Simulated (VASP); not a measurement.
An input for Quantum ESPRESSO's pw.x (written as the equivalent of a VASP run, and not itself run):

```
&CONTROL
  calculation = 'scf'
  pseudo_dir = './pseudo'
  outdir = './out'
  tprnfor = .true.
  tstress = .true.
/
&SYSTEM
  ibrav = 0
  nat = 2
  ntyp = 2
  ecutwfc = 82
  occupations = 'smearing'
  smearing = 'gaussian'
  degauss = 0.003675
  input_dft = 'pw91'
/
&ELECTRONS
  conv_thr = 7.3e-08
  electron_maxstep = 100
/
ATOMIC_SPECIES
  Pd 106.420 Pd.upf
  C 12.011 C.upf
CELL_PARAMETERS angstrom
     2.7230200    0.0000000    0.0000000
     0.0000000    2.7230200    0.0000000
     0.0000000    0.0000000    2.7230200
ATOMIC_POSITIONS crystal
  Pd   0.0000000  0.0000000  0.0000000
  C    0.5000000  0.5000000  0.5000000
K_POINTS automatic
  9 9 9 0 0 0
```

Write the VASP files for the same calculation (PW91).

One answer among several that fit: 
**INCAR**
```
SYSTEM = PdC
PREC = Accurate
ENCUT = 520
EDIFF = 1E-6
NELM = 100
ALGO = Normal
LREAL = .FALSE.
LASPH = .TRUE.
ISMEAR = 0
SIGMA = 0.05
GGA = 91
LMAXMIX = 4
LWAVE = .FALSE.
LCHARG = .FALSE.
ISIF = 2
```

**POSCAR**
```
PdC
2.723020
  1.0000000000   0.0000000000   0.0000000000
  0.0000000000   1.0000000000   0.0000000000
  0.0000000000   0.0000000000   1.0000000000
Pd C
1 1
Cart
  0.0000000000   0.0000000000   0.0000000000
  0.5000000000   0.5000000000   0.5000000000
```

File KPOINTS:
```
Automatic
0
Gamma
  9 9 9
0 0 0
```

POTCAR, in this order: Pd C (PBE.64 set). Program: vasp_std.

Limits of the translation: the potentials are each code's own (VASP's PAW set, PseudoDojo norm-conserving files in pw.x), so ENCUT and ecutwfc are chosen apart and not converted; conv_thr bounds pw.x's estimated SCF error, while EDIFF bounds the energy change between steps.

The structure was generated: PdC was put into the CsCl type (Pm-3m), which need not be its known phase. The cell was not relaxed at this level. The run is one of a series of settings (GGA = 91 against the base run), some of them coarse on purpose.
